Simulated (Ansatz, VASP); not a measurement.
# SnSe (puckered SnSe 3 layers, AB): VASP beside Ansatz, part 2 of 2

Aim: how closely do two programs agree when they are given the same cell, functional and k mesh? Of the first pair: The structure shown is the start of the Ansatz relaxation below; VASP solves that cell, so the two are compared at the walk's first step.

VASP 6.6.1 and Ansatz 0.2.0.

So far: The starting structure; Ansatz: relaxation, PBE with D3(BJ).

## 3. VASP: single point, PBE with D3(BJ), start cell, pair 1

Level of this step: PBE with D3(BJ); plane waves and PAW (Sn_d, Se) (VASP).

The same cell, functional, mesh and smearing now go to VASP, with its own data sets.

Lines of VASP's logs that name or quote its potential files are left out, and so is its time.

INCAR reads:

```
SYSTEM = SnSe
PREC = Accurate
ENCUT = 400
EDIFF = 1E-06
NELM = 120
ISMEAR = -1
SIGMA = 0.05
LREAL = .FALSE.
ALGO = Normal
GGA = PE
IVDW = 12
NBANDS = 74
LORBIT = 11
LWAVE = .FALSE.
LCHARG = .FALSE.
ISIF = 2
LDIPOL = .TRUE.
IDIPOL = 3
DIPOL = 0.5 0.5 0.5
LVHAR = .TRUE.
LASPH = .TRUE.
GGA_COMPAT = .FALSE.
EFERMI = MIDGAP
NELMDL = -8
KPAR = 2
```

POSCAR reads:

```
SnSe
1.0
    4.4000000000      0.0000000000      0.0000000000
    0.0000000000      4.2900000000      0.0000000000
    0.0000000000      0.0000000000     59.7808000000
Sn Se
6 6
Direct
    0.0600000000      0.0000000000      0.3797205792
    0.5600000000      0.5000000000      0.4264513021
    0.0600000000      0.5000000000      0.4766346385
    0.5600000000      0.0000000000      0.5233653615
    0.0600000000      0.0000000000      0.5735486979
    0.5600000000      0.5000000000      0.6202794208
    0.4400000000      0.5000000000      0.3813933571
    0.9400000000      0.0000000000      0.4247785242
    0.4400000000      0.0000000000      0.4783074164
    0.9400000000      0.5000000000      0.5216925836
    0.4400000000      0.5000000000      0.5752214758
    0.9400000000      0.0000000000      0.6186066429
```

KPOINTS reads:

```
Automatic mesh
0
Gamma
8 8 1
0 0 0
```

Potentials, in the order of the species: Sn_d and Se (PBE family, release 64).

Run with:

```console
$ mpirun -np 2 vasp_std
```

Numbers of over 12 decimals in the logs are rounded to 6 here.

Log:

```text
[banner, memory and clock lines left out]
running    2 mpi-ranks, on    1 nodes
 distrk:  each k-point on    1 cores,    2 groups
 distr:  one band on    1 cores,    1 groups

 POSCAR found type information on POSCAR SnSe
 POSCAR found :  2 types and      12 ions
 LDA part: xc-table for (Slater+PW92), standard interpolation
|                                                                             |
|           W    W    AA    RRRRR   N    N  II  N    N   GGGG   !!!           |
|           W    W   A  A   R    R  NN   N  II  NN   N  G    G  !!!           |
|           W    W  A    A  R    R  N N  N  II  N N  N  G       !!!           |
|           W WW W  AAAAAA  RRRRR   N  N N  II  N  N N  G  GGG   !            |
|           WW  WW  A    A  R   R   N   NN  II  N   NN  G    G                |
|           W    W  A    A  R    R  N    N  II  N    N   GGGG   !!!           |
|                                                                             |
|     One of the lattice vectors is very long (>50 A), but AMIN is rather     |
|     large. This can spoil convergence since charge sloshing might occur     |
|     along the long lattice vector. If problems with convergence are         |
|     observed, try to decrease AMIN to a smaller value (e.g. 0.01).          |
|     Note: This warning only applies if the self-consistency cycle is        |
|     used.                                                                   |
|                                                                             |

 POSCAR, INCAR and KPOINTS ok, starting setup
 FFT: planning ... GRIDC
 FFT: planning ... GRID_SOFT
 FFT: planning ... GRID
 WAVECAR not read
 entering main loop
       N       E                     dE             d eps       ncg     rms          rms(c)
DAV:   1     0.947534871943E+03    0.94753E+03   -0.46788E+04  4548   0.115E+03
DAV:   2     0.749719185588E+02   -0.87256E+03   -0.85407E+03  4398   0.296E+02
DAV:   3    -0.432994041954E+02   -0.11827E+03   -0.11652E+03  4516   0.131E+02
DAV:   4    -0.495104212210E+02   -0.62110E+01   -0.61552E+01  4182   0.334E+01
DAV:   5    -0.497598127885E+02   -0.24939E+00   -0.24892E+00  5008   0.610E+00
DAV:   6    -0.497672842346E+02   -0.74714E-02   -0.74703E-02  5224   0.109E+00
DAV:   7    -0.497675592886E+02   -0.27505E-03   -0.27504E-03  5792   0.183E-01
DAV:   8    -0.497675639171E+02   -0.46285E-05   -0.46280E-05  5392   0.285E-02    0.843E+00
DAV:   9    -0.486189254442E+02    0.11486E+01   -0.22317E+00  4868   0.580E+00    0.537E+00
DAV:  10    -0.486057418814E+02    0.13184E-01   -0.10637E+00  4952   0.323E+00    0.154E+00
DAV:  11    -0.485823136721E+02    0.23428E-01   -0.14387E-01  4452   0.172E+00    0.496E-01
DAV:  12    -0.485817943787E+02    0.51929E-03   -0.16477E-02  4352   0.495E-01    0.148E-01
DAV:  13    -0.485814179551E+02    0.37642E-03   -0.10476E-03  5502   0.185E-01    0.882E-02
DAV:  14    -0.485809761443E+02    0.44181E-03   -0.57510E-04  5048   0.106E-01    0.340E-02
[...]
DAV:  21    -0.485815731346E+02   -0.81711E-04   -0.18523E-06  3050   0.401E-03    0.130E-03
DAV:  22    -0.485816303434E+02   -0.57209E-04   -0.14266E-06  3022   0.274E-03    0.754E-04
DAV:  23    -0.485816568665E+02   -0.26523E-04   -0.33773E-07  2746   0.244E-03    0.575E-04
DAV:  24    -0.485816669509E+02   -0.10084E-04   -0.38224E-07  2744   0.154E-03    0.270E-04
DAV:  25    -0.485816761342E+02   -0.91833E-05   -0.23688E-07  2544   0.977E-04    0.230E-04
DAV:  26    -0.485816790643E+02   -0.29301E-05   -0.69616E-08  2698   0.815E-04    0.101E-04
DAV:  27    -0.485816807097E+02   -0.16454E-05   -0.22779E-08  2608   0.585E-04    0.665E-05
DAV:  28    -0.485816814094E+02   -0.69970E-06   -0.90442E-09  2458   0.404E-04
   1 F= -.52343209E+02 E0= -.52343208E+02  d E =-.267573E-05
```

OUTCAR, selected parts (step 3):

```text
ion  position               nearest neighbor table
   1  0.060  0.000  0.380-   7 2.72   7 2.72   8 2.74
   2  0.560  0.500  0.426-   8 2.72   8 2.72   7 2.74   3 3.72   3 3.72
   3  0.060  0.500  0.477-   9 2.72   9 2.72  10 2.74   2 3.72   2 3.72
   4  0.560  0.000  0.523-  10 2.72  10 2.72   9 2.74   5 3.72   5 3.72
   5  0.060  0.000  0.574-  11 2.72  11 2.72  12 2.74   4 3.72   4 3.72
   6  0.560  0.500  0.620-  12 2.72  12 2.72  11 2.74
   7  0.440  0.500  0.381-   1 2.72   1 2.72   2 2.74
   8  0.940  0.000  0.425-   2 2.72   2 2.72   1 2.74
   9  0.440  0.000  0.478-   3 2.72   3 2.72   4 2.74
  10  0.940  0.500  0.522-   4 2.72   4 2.72   3 2.74
  11  0.440  0.500  0.575-   5 2.72   5 2.72   6 2.74
  12  0.940  0.000  0.619-   6 2.72   6 2.72   5 2.74

  LATTYP: Found a simple orthorhombic cell.
 ALAT       =     4.2900000000
 B/A-ratio  =     1.0256410256
 C/A-ratio  =    13.9349184149

 Subroutine GETGRP returns: Found  4 space group operations
 (whereof  2 operations were pure point group operations)

The static configuration has the point symmetry C_1h.
 The point group associated with its full space group is C_2v.

 Found     25 irreducible k-points:

   k-points           NKPTS =     25   k-points in BZ     NKDIM =     25   number of bands    NBANDS=     74

   dimension x,y,z NGX =    30 NGY =   28 NGZ =  392
   dimension x,y,z NGXF=    60 NGYF=   56 NGZF=  784

   ENCUT  =  400.0 eV  29.40 Ry    5.42 a.u.   7.18  7.00 97.49*2*pi/ulx,y,z

   NELECT =     120.0000    total number of electrons

 k-points in reciprocal lattice and weights: Automatic mesh
   0.00000000  0.00000000  0.00000000       0.016
   0.12500000  0.00000000  0.00000000       0.031
   0.25000000  0.00000000  0.00000000       0.031
   0.37500000  0.00000000  0.00000000       0.031
   0.50000000  0.00000000  0.00000000       0.016
   0.00000000  0.12500000  0.00000000       0.031
   0.12500000  0.12500000  0.00000000       0.062
   0.25000000  0.12500000  0.00000000       0.062
   0.37500000  0.12500000  0.00000000       0.062
[...]
0.37500000  0.50000000  0.00000000       0.031
   0.50000000  0.50000000  0.00000000       0.016

 dipolmoment           0.000000      0.000000     -0.000000 electrons x Angstroem

 average (electrostatic) potential at core
       1-108.4796       2-108.5275       3-108.5471       4-108.5471       5-108.5275
       6-108.4796       7 -59.7282       8 -59.7937       9 -59.8216      10 -59.8216
      11 -59.7937      12 -59.7282

 E-fermi :  -1.3063

 k-point     1 :       0.0000    0.0000    0.0000
  band No.  band energies     occupation
    ...
     56      -3.2640      2.00000
     57      -3.0117      2.00000
     58      -2.3274      2.00000
     59      -2.2093      2.00000
     60      -2.1891      2.00000
     61      -0.4626      0.00000
     62       0.3816      0.00000
     63       0.4472      0.00000
     64       0.5171      0.00000
     65       0.7677      0.00000
    ...

 k-point     2 :       0.1250    0.0000    0.0000
  band No.  band energies     occupation
    ...
     56      -3.0719      2.00000
     57      -2.7638      2.00000
     58      -2.3779      2.00000
     59      -2.2853      2.00000
     60      -2.2503      2.00000
     61      -0.3769      0.00000
     62       0.2530      0.00000
     63       0.4375      0.00000
     64       0.6089      0.00000
     65       0.8694      0.00000
    ...

 k-point     3 :       0.2500    0.0000    0.0000
  band No.  band energies     occupation
    ...
     56      -2.8221      2.00000
     57      -2.4927      2.00000
     58      -2.4277      2.00000
     59      -2.2063      2.00000
     60      -2.0608      2.00000
     61      -0.4350      0.00000
     62      -0.2316      0.00000
     63       0.0080      0.00000
     64       0.3623      0.00000
     65       0.5872      0.00000
    ...

 Edisp (eV)   -3.76153

  Total       5.86099     4.64646     1.05712     0.00000     0.00000     0.00000
  in kB       8.32166     6.59723     1.50093     0.00000     0.00000     0.00000
  external pressure =        5.47 kB  Pullay stress =        0.00 kB

  energy-cutoff  :      400.00
  volume of cell :     1128.42
      direct lattice vectors                 reciprocal lattice vectors
     4.400000000  0.000000000  0.000000000     0.227272727  0.000000000  0.000000000
     0.000000000  4.290000000  0.000000000     0.000000000  0.233100233  0.000000000
     0.000000000  0.000000000 59.780800000     0.000000000  0.000000000  0.016727779

 POSITION                                       TOTAL-FORCE (eV/Angst)
 -----------------------------------------------------------------------------------
      0.26400      0.00000     22.70000        -0.720759      0.000000     -0.261324
      2.46400      2.14500     25.49360        -0.675710      0.000000      0.384729
      0.26400      2.14500     28.49360        -0.669368      0.000000     -0.366723
      2.46400      0.00000     31.28720        -0.669368      0.000000      0.366723
      0.26400      0.00000     34.28720        -0.675710      0.000000     -0.384729
      2.46400      2.14500     37.08080        -0.720759      0.000000      0.261324
      1.93600      2.14500     22.80000         0.692873      0.000000      0.023392
      4.13600      0.00000     25.39360         0.701758      0.000000     -0.027758
      1.93600      0.00000     28.59360         0.671205      0.000000      0.059208
      4.13600      2.14500     31.18720         0.671205      0.000000     -0.059208
      1.93600      2.14500     34.38720         0.701758      0.000000      0.027758
      4.13600      0.00000     36.98080         0.692873      0.000000     -0.023392
 -----------------------------------------------------------------------------------
    total drift:                               -0.005905      0.000000     -0.000015

  FREE ENERGIE OF THE ION-ELECTRON SYSTEM (eV)
  ---------------------------------------------------
  free  energy   TOTEN  =       -52.3432091545 eV

  energy  without entropy=      -52.3432064788  energy(sigma->0) =      -52.34320782

 vacuum level on the upper side and lower side of the slab         2.808         2.808

 total charge
# of ion       s       p       d       tot
------------------------------------------
    1        1.354   0.783   9.991  12.127
    2        1.342   0.785   9.998  12.124
    3        1.341   0.787   9.997  12.125
    4        1.341   0.787   9.997  12.125
    5        1.342   0.785   9.998  12.124
    6        1.354   0.783   9.991  12.127
    7        1.473   2.340   0.025   3.838
    8        1.474   2.334   0.028   3.835
    9        1.475   2.332   0.028   3.835
   10        1.475   2.332   0.028   3.835
   11        1.474   2.334   0.028   3.835
   12        1.473   2.340   0.025   3.838
--------------------------------------------------
tot         16.918  18.719  60.132  95.770

[... 3 further parts left out ...]
```

## 4. Side by side

Known differences besides the potentials themselves: Ansatz cuts the interaction across the vacuum, VASP repeats the sheet with a dipole correction; the data sets hold 180 valence electrons in Ansatz (on its default PAW (the set named soft_2) files) and 120 in VASP; the cutoff is 420 eV in Ansatz and 400 eV in VASP. Total energies have different zeros and are not compared.

Forces on 7 of the 12 atoms, those with the largest forces and the largest differences (eV/Å; atoms numbered as in POSCAR):

| atom | Ansatz x, y, z | VASP x, y, z |
| --- | --- | --- |
| Sn1 | -0.707, 0.000, -0.250 | -0.721, 0.000, -0.261 |
| Sn2 | -0.664, 0.000, 0.373 | -0.676, 0.000, 0.385 |
| Sn3 | -0.657, 0.000, -0.355 | -0.669, 0.000, -0.367 |
| Sn4 | -0.657, 0.000, 0.355 | -0.669, 0.000, 0.367 |
| Sn5 | -0.664, 0.000, -0.373 | -0.676, 0.000, -0.385 |
| Sn6 | -0.707, 0.000, 0.250 | -0.721, 0.000, 0.261 |
| Se8 | 0.689, 0.000, -0.039 | 0.702, 0.000, -0.028 |

The forces differ by 9.8 meV/Å r.m.s., which is 2.3 % of the r.m.s. force of 0.422 eV/Å (both taken over all components). With vacuum in the cell, a pressure given here is an average over mostly empty space and none of the material.

## 5. Ansatz: relaxation, PBE with D3(BJ)

This run makes the geometry at which the two programs are then compared.

The structure compared here is the end of the Ansatz relaxation.

input.yaml reads:

```yaml
crystal:
  lattice:
    - [4.4, 0.0, 0.0]
    - [0.0, 4.29, 0.0]
    - [0.0, 0.0, 59.7808000023]
  atoms:
    - { symbol: Sn, position: [0.06, 0.0, 0.3797205792] }
    - { symbol: Se, position: [0.44, 0.5, 0.3813933571] }
    - { symbol: Se, position: [0.94, 0.0, 0.4247785242] }
    - { symbol: Sn, position: [0.56, 0.5, 0.4264513021] }
    - { symbol: Sn, position: [0.06, 0.5, 0.4766346385] }
    - { symbol: Se, position: [0.44, 0.0, 0.4783074164] }
    - { symbol: Se, position: [0.94, 0.5, 0.5216925836] }
    - { symbol: Sn, position: [0.56, 0.0, 0.5233653615] }
    - { symbol: Sn, position: [0.06, 0.0, 0.5735486979] }
    - { symbol: Se, position: [0.44, 0.5, 0.5752214758] }
    - { symbol: Se, position: [0.94, 0.0, 0.6186066429] }
    - { symbol: Sn, position: [0.56, 0.5, 0.6202794208] }
  periodic: [true, true, false]
kpoints:
  mp_grid: { grid: [8, 8, 1] }
hamiltonian:
  xc: pbe
  dispersion: d3bj
scf:
  occupations: { method: fermi_dirac, width: 0.05 }
  convergence: { dr2_threshold: 1.0e-09 }
relax:
  f_tol: 0.004
  max_steps: 90
  cell: {}
output:
  write_potential: true
  write_density: true
  volumetric_format: npy
```

Run with:

```console
$ ansatz run input.yaml --threads 4 --pin off --max-ram 12288MiB --backend cpu --events-out ev --progress --plain --runs-dir out
```

Log:

```text
[...]
Crystal: 12 atoms, lattice volume = 1128.422 Å³
Basis set: ecut = 420 eV, 22103 PW (Γ), exchange–correlation on 60×60×800 points (8 copies of the dense FFT grid, shifted against one another)
Bands: 108, of which v1, the nominal top of the filled ones, is band 90 counted from 1 (89 counted from 0)
Symmetry: 4 space group operations
[...]
- { symbol: Sn, position: [0.029599, 0.500000, 0.475209] }
    - { symbol: Se, position: [0.474352, 0, 0.479164] }
    - { symbol: Se, position: [0.974352, 0.500000, 0.520836] }
    - { symbol: Sn, position: [0.529599, 0, 0.524791] }
    - { symbol: Sn, position: [0.025835, 0, 0.571881] }
    - { symbol: Se, position: [0.475331, 0.500000, 0.575182] }
    - { symbol: Se, position: [0.974250, 0, 0.617512] }
    - { symbol: Sn, position: [0.520633, 0.500000, 0.620558] }
[key lines of the parts left out:]
SCF converged after 7 iterations
Free energy (F): -68968.524514 eV
Fermi energy:    -3.946011 eV
P = ½ c Tr σ = -0.0027 N/m
```

## 6. VASP: single point, PBE with D3(BJ), relaxed cell, pair 2

The same cell, functional, mesh and smearing now go to VASP, with its own data sets.

INCAR is that of step 3.

POSCAR reads:

```
SnSe
1.0
    4.3111852727      0.0000000000      0.0000000000
    0.0000000000      4.2316266001      0.0000000000
    0.0000000000      0.0000000000     59.7808000023
Sn Se
6 6
Direct
    0.0206327887      0.0000000000      0.3794419766
    0.5258345659      0.5000000000      0.4281194577
    0.0295989126      0.5000000000      0.4752093466
    0.5295989126      0.0000000000      0.5247906534
    0.0258345659      0.0000000000      0.5718805423
    0.5206327887      0.5000000000      0.6205580234
    0.4742503353      0.5000000000      0.3824884825
    0.9753311908      0.0000000000      0.4248183673
    0.4743522068      0.0000000000      0.4791635531
    0.9743522068      0.5000000000      0.5208364469
    0.4753311908      0.5000000000      0.5751816327
    0.9742503353      0.0000000000      0.6175115175
```

KPOINTS is that of step 3.

Run with:

```console
$ mpirun -np 2 vasp_std
```

Log:

```text
[banner, memory and clock lines left out]
running    2 mpi-ranks, on    1 nodes
[...]
LDA part: xc-table for (Slater+PW92), standard interpolation
 [... a notice as in an earlier step ...]

 POSCAR, INCAR and KPOINTS ok, starting setup
[...]
entering main loop
       N       E                     dE             d eps       ncg     rms          rms(c)
DAV:   1     0.953179969382E+03    0.95318E+03   -0.46956E+04  4548   0.116E+03
DAV:   2     0.755958318289E+02   -0.87758E+03   -0.85863E+03  4424   0.299E+02
DAV:   3    -0.438130893503E+02   -0.11941E+03   -0.11735E+03  4544   0.133E+02
DAV:   4    -0.500174061810E+02   -0.62043E+01   -0.61434E+01  4230   0.339E+01
[...]
DAV:  26    -0.489863972000E+02   -0.37442E-05   -0.10332E-07  2728   0.707E-04    0.116E-04
DAV:  27    -0.489863990745E+02   -0.18744E-05   -0.33363E-08  2616   0.481E-04    0.650E-05
DAV:  28    -0.489863994855E+02   -0.41106E-06   -0.66582E-09  2484   0.399E-04
   1 F= -.52845771E+02 E0= -.52845752E+02  d E =-.385145E-04
```

From OUTCAR (step 6):

```text
 Edisp (eV)   -3.85937

  Total      -0.02452    -0.01357     0.05512     0.00000     0.00000     0.00000
  in kB      -0.03602    -0.01994     0.08098     0.00000     0.00000     0.00000
  external pressure =        0.01 kB  Pullay stress =        0.00 kB

 POSITION                                       TOTAL-FORCE (eV/Angst)
 -----------------------------------------------------------------------------------
      0.08895      0.00000     22.68334        -0.008320      0.000000     -0.014569
      2.26697      2.11581     25.59332        -0.006756      0.000000      0.012137
      0.12761      2.11581     28.40839        -0.005158      0.000000     -0.011193
      2.28320      0.00000     31.37241        -0.005158      0.000000      0.011193
      0.11138      0.00000     34.18748        -0.006756      0.000000     -0.012137
      2.24454      2.11581     37.09746        -0.008320      0.000000      0.014569
      2.04458      2.11581     22.86547         0.006851      0.000000     -0.009113
      4.20483      0.00000     25.39598         0.006357      0.000000      0.012717
      2.04502      0.00000     28.64478         0.007026      0.000000     -0.009094
      4.20061      2.11581     31.13602         0.007026      0.000000      0.009094
      2.04924      2.11581     34.38482         0.006357      0.000000     -0.012717
      4.20017      0.00000     36.91533         0.006851      0.000000      0.009113
 -----------------------------------------------------------------------------------
    total drift:                               -0.001814      0.000000      0.000006

  FREE ENERGIE OF THE ION-ELECTRON SYSTEM (eV)
  ---------------------------------------------------
  free  energy   TOTEN  =       -52.8457712397 eV

  energy  without entropy=      -52.8457327252  energy(sigma->0) =      -52.84575198

[... 1 part as in an earlier step ...]

[... 2 further parts left out ...]
[key lines of the parts left out:]
E-fermi :  -1.0799
```

## 7. Differences

What differs besides the data sets and the points named for the pairs above, as far as they apply: the data sets hold 180 valence electrons in Ansatz (on its default PAW (the set named soft_2) files) and 120 in VASP. Total energies have different zeros and are not compared.

Both answers:

| quantity | Ansatz | VASP | difference |
| --- | --- | --- | --- |
| gap on the k mesh (eV) | 0.795 | 0.792 | +0.003 |

At this near-relaxed geometry the largest component of a force difference is 14 meV/Å. A gap on the mesh is an upper bound, since the band edges may lie between its points. With vacuum in the cell, a pressure given here is an average over mostly empty space and none of the material.

## 8. Outcome

| Quantity | Value |
| --- | --- |
| r.m.s. force difference (single point, PBE with D3(BJ), start cell, pair 1) | 2.3 % of the r.m.s. force |
| difference in gap on the k mesh (single point, PBE with D3(BJ), relaxed cell, pair 2) | 0.0028 eV |
| r.m.s. force difference (single point, PBE with D3(BJ), relaxed cell, pair 2) | 8.0 meV/Å |

In words: The r.m.s. force difference is 2.3 % of the r.m.s. force (single point, PBE with D3(BJ), start cell, pair 1), within the 3 % picked in this series as the mark of a large difference. The data sets hold unlike numbers of valence electrons (180 in Ansatz and 120 in VASP), so part of the differences comes from the potentials. How closely two codes agree says nothing of how well the functional describes the real material.

[Lines on the potential files, build, host, timing and source positions are cut from VASP's logs without a mark.]

[Logs are printed without paths, hosts, clocks, repeated set-up lines and the standing remarks that a program may print on its own settings, such as how far it seeks lower states.]

[Hosts, paths, dates, database ids (printed as entryN), source tags and the programs' standing remarks are cut or masked in the printed files.]
